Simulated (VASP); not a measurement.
Given:

```yaml
crystal:
  lattice:
    - [-3.01917, 3.01917, 5.48449]
    - [3.01917, -3.01917, 5.48449]
    - [3.01917, 3.01917, -5.48449]
  atoms:
    - { symbol: Ga, position: [0.50000, 0.50000, 0.00000] }
    - { symbol: Ag, position: [0.25000, 0.75000, 0.50000] }
    - { symbol: Sn, position: [0.75000, 0.25000, 0.50000] }
    - { symbol: Se, position: [0.64710, 0.63460, 0.50038] }
    - { symbol: Se, position: [0.36540, 0.86578, 0.01250] }
    - { symbol: Se, position: [0.13422, 0.14672, 0.49962] }
    - { symbol: Se, position: [0.85328, 0.35290, 0.98750] }
```

Calculation: PBEsol GGA, VASP's PBE PAW potentials (set 64) (plane waves; VASP 6.6.1). Settings: 300 eV cut-off, 3×3×3 Γ-centred mesh, Fermi-Dirac smearing of 0.010 eV, potentials Ga_d Ag Sn_d Se.

At this cut-off the stress carries a Pulay error, which pulls relaxed volumes low.

Task: Give the force on each atom (eV/Å).

Result: 
```csv
atom,Fx,Fy,Fz
Ga1,0.000,0.000,0.000
Ag2,0.000,0.000,0.000
Sn3,0.000,0.000,0.000
Se4,-0.011,-0.087,-0.061
Se5,-0.087,0.011,0.061
Se6,0.011,0.087,-0.061
Se7,0.087,-0.011,0.061
```

Task: Give the stress tensor in GPa (positive for a compressed cell).

Result: 
```
-2.55   0.00   0.00
 0.00  -2.55   0.00
 0.00   0.00  -2.46
```
The pressure is its mean diagonal, -2.52 GPa.

The structure comes from a computed database's GaAgSnSe4 entry (I-4); how it stands against other phases isn't given here. The cell was not relaxed at this level. The k-mesh is coarse (spacing up to 0.49 per Å, 2π included), so the numbers may not be converged in it.
